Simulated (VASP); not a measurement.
A convergence study with VASP on HfO2 (fluorite): one setting is varied, all else stays as given below, so the limit is that of these other settings.

```
HfO2
1.0
    0.00000     2.54000     2.54000
    2.54000     0.00000     2.54000
    2.54000     2.54000     0.00000
Hf O
1 2
Cartesian
  0.00000   0.00000   0.00000
  1.27000   1.27000   1.27000
  3.81000   3.81000   3.81000
```

All values below come from PBE GGA, VASP's PBE PAW potentials (set 64) (plane waves; VASP). The tightest run used: 700 eV cut-off, 16×16×16 Γ-centred mesh, Gaussian smearing of 0.050 eV, potentials Hf_pv O.

### Question
The settings run are 1×1×1 mesh; 2×2×2 mesh; 3×3×3 mesh; 4×4×4 mesh; 5×5×5 mesh; 6×6×6 mesh; 7×7×7 mesh; 8×8×8 mesh; 9×9×9 mesh; 10×10×10 mesh; 11×11×11 mesh; 12×12×12 mesh; 13×13×13 mesh; 14×14×14 mesh; 15×15×15 mesh; 16×16×16 mesh. From which on does the energy per atom stay within 0.001 eV/atom of the tightest run?

### Answer
From 4×4×4 mesh on: it is off by 0.0004 there and by no more than 0.001 in any finer run, while 3×3×3 mesh is off by 0.0031.
```csv
setting,E (eV/atom),pressure (GPa),irreducible k-points,difference judged (eV/atom)
1×1×1 mesh,-10.2213,-28.50,1,0.1343
2×2×2 mesh,-9.9150,2.50,3,0.1721
3×3×3 mesh,-10.0839,-1.40,4,0.0031
4×4×4 mesh,-10.0866,-1.40,8,0.0004
5×5×5 mesh,-10.0870,-1.39,10,0.0000
6×6×6 mesh,-10.0870,-1.39,16,0.0000
7×7×7 mesh,-10.0870,-1.39,20,0.0000
8×8×8 mesh,-10.0870,-1.39,29,0.0000
9×9×9 mesh,-10.0870,-1.39,35,0.0000
10×10×10 mesh,-10.0870,-1.39,47,0.0000
11×11×11 mesh,-10.0870,-1.39,56,0.0000
12×12×12 mesh,-10.0870,-1.39,72,0.0000
13×13×13 mesh,-10.0870,-1.39,84,0.0000
14×14×14 mesh,-10.0870,-1.39,104,0.0000
15×15×15 mesh,-10.0870,-1.39,120,0.0000
16×16×16 mesh,-10.0870,-1.39,145,0.0000
```

Left out are rungs that failed or repeat a setting and relaxations that didn't move; long series are thinned to 24 rows.

The compound is HfO2 in the fluorite structure, the high-temperature cubic form, which is unstable at 0 K; the monoclinic form is the stable one. The cell was not relaxed at this level.
